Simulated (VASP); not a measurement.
# How a change of volume changes AlRh (Pm-3m)

Wanted: the elastic response of AlRh to a change of volume, with a fit that predicts a row left out.

Program: VASP 6.6.1. Level of theory: PBEsol; plane waves and PAW (Rh_pv, Al); cell typed or built by script, in the first sound run; inputs show where later runs differ. Results are calculated unless marked as measured.

This is a report of a sequence of runs, with most program output left out.

### 1. The structure

It takes space group Pm-3m (No. 221, cubic). Conventional cell: a = 2.970 Å, b = 2.970 Å, c = 2.970 Å, α = 90.00°, β = 90.00°, γ = 90.00°. Nearest to Rh lie 8 Al at 2.57 Å. Al has 8 Rh at 2.57 Å nearest. Farther neighbours are not listed.

Coordinates:

```cif
data_structure
_symmetry_space_group_name_H-M 'P 1'
_symmetry_Int_Tables_number 1
_cell_length_a 2.9700
_cell_length_b 2.9700
_cell_length_c 2.9700
_cell_angle_alpha 90.000
_cell_angle_beta 90.000
_cell_angle_gamma 90.000
_cell_volume 26.20
loop_
_atom_site_label
_atom_site_type_symbol
_atom_site_fract_x
_atom_site_fract_y
_atom_site_fract_z
_atom_site_occupancy
Rh1 Rh 0.00000 0.00000 0.00000 1
Al2 Al 0.50000 0.50000 0.50000 1
```

### 2. Relax the crystal, PBEsol

The series starts from the cell that this level prefers, so that zero strain is near zero stress.

Level: PBEsol; plane waves and PAW (Rh_pv, Al); cell typed or built by script.

Contents of INCAR:

```
SYSTEM = AlRh
PREC = Accurate
ENCUT = 450
EDIFF = 1E-07
NELM = 120
ISMEAR = 1
SIGMA = 0.15
LREAL = .FALSE.
ALGO = Normal
GGA = PS
NBANDS = 15
LASPH = .TRUE.
LORBIT = 11
LWAVE = .FALSE.
LCHARG = .FALSE.
KPAR = 8
IBRION = 2
NSW = 40
ISIF = 3
EDIFFG = -0.005
POTIM = 0.4
```

Contents of POSCAR:

```
AlRh
1.0
    2.9700000000      0.0000000000      0.0000000000
    0.0000000000      2.9700000000      0.0000000000
    0.0000000000      0.0000000000      2.9700000000
Rh Al
1 1
Direct
    0.0000000000      0.0000000000      0.0000000000
    0.5000000000      0.5000000000      0.5000000000
```

Contents of KPOINTS:

```
Automatic mesh
0
Gamma
17 17 17
0 0 0
```

PAW data sets: Rh_pv and Al (PBE family, release 64).

Started as:

```
> mpirun -np 8 vasp_std
```

Elapsed: 14 s, on 8 MPI ranks of Intel Xeon 6975P-C (Granite Rapids), shared host; peak memory 1.4 GiB; 78 s of CPU time.

Read from the output:

| Property | Result |
| --- | --- |
| energy(sigma→0) of the program | -14.4093 eV |
| stress, compression positive | xx, yy, zz 0.01, 0.01, 0.01 GPa |
| volume | 26.248 Å³ |
| ionic steps | 3 |

### 3. Relax at fixed volume, PBEsol

One member in full: the volume is scaled by 0.955, and the cell is held.

Level: PBEsol; plane waves and PAW (Rh_pv, Al); cell typed or built by script.

Edit INCAR of step 2 so:

```diff
@@ -15,7 +15,8 @@
 LCHARG = .FALSE.
-KPAR = 8
+KPAR = 2
 IBRION = 2
 NSW = 40
-ISIF = 3
-EDIFFG = -0.005
+ISIF = 2
+EDIFFG = -0.004
 POTIM = 0.4
+MAXMIX = 40
```

Contents of POSCAR:

```
AlRh
1.0
    2.9266337381      0.0000000000      0.0000000000
    0.0000000000      2.9266337381      0.0000000000
    0.0000000000      0.0000000000      2.9266337381
Rh Al
1 1
Direct
    0.0000000000      0.0000000000      0.0000000000
    0.5000000000      0.5000000000      0.5000000000
```

KPOINTS is that of step 2.

Started as:

```
> mpirun -np 2 vasp_std
```

It took 13 s on 2 MPI ranks; peak memory 0.3 GiB.

Numbers from this step:

| Quantity | Value |
| --- | --- |
| energy(sigma→0) of the program | -14.3696 eV |
| stress, compression positive | xx, yy, zz 10.90, 10.90, 10.90 GPa |
| ionic steps | 1 |

### 4. All members

The other members went through these steps as far as the tables show, with the same cutoff and, step by step, the same mesh; 8 runs are not shown. The session took 0.10 core hours (wall time by ranks) on a shared machine.

| volume over the relaxed volume | volume (Å³/atom) | pressure (GPa) | energy above the unstrained row, extrapolated to no smearing (meV/atom) |
| --- | --- | --- | --- |
| 0.940 | 12.337 | 15.172 | 36.065 |
| 0.955 | 12.534 | 10.897 | 19.883 |
| 0.970 | 12.730 | 6.963 | 8.737 |
| 0.985 | 12.927 | 3.342 | 2.240 |
| 1 | 13.124 | 0.013 | 0.000 |
| 1.015 | 13.321 | -3.054 | 1.696 |
| 1.030 | 13.518 | ? | ? |
| 1.045 | 13.715 | -8.472 | 15.652 |
| 1.060 | 13.912 | -10.859 | 27.361 |

### 5. A fit to the known rows

A least-squares cubic through the 8 rows shown, with u the logarithm of the volume ratio: pressure = − 534.5 u³ + 484.5 u² − 213.0 u + 0.01133 (GPa), r.m.s. residual 8.1e-4 GPa.

For the withheld row, u = 0.02956, the fit gives -5.875 GPa.

### 6. Checking the prediction

The calculation gives -5.877 GPa, so the prediction is 0.002 GPa too high.

A cubic of the pressure in ln(V/V₀) through all rows has the slope −B at V₀: B = 213 GPa, and its curvature gives B′ = 4.5.

### 7. Summary of results

| Property | Result |
| --- | --- |
| error of the predicted pressure | 0.002 GPa |
| bulk modulus | 213 GPa |

**Reading.** The slope of the energy gives 0.17 GPa at the relaxed volume where the pressure column has 0.01 GPa, a mark of the finite basis or of the smearing. These are static values: temperature and zero-point motion are left out. In a metal the slopes also depend on mesh and smearing, which were held through the series.

[Lines on the potential files, build, host, timing and source positions are cut from VASP's logs without a mark.]

[Logs are printed without paths, hosts, clocks, repeated set-up lines and the standing remarks that a program may print on its own settings, such as how far it seeks lower states.]

[Hosts, paths, dates, database ids (printed as entryN), source tags and the programs' standing remarks are cut or masked in the printed files.]

[In band tables of VASP the shares of atoms and orbitals are scaled to a sum of 1 inside the atoms' spheres.]
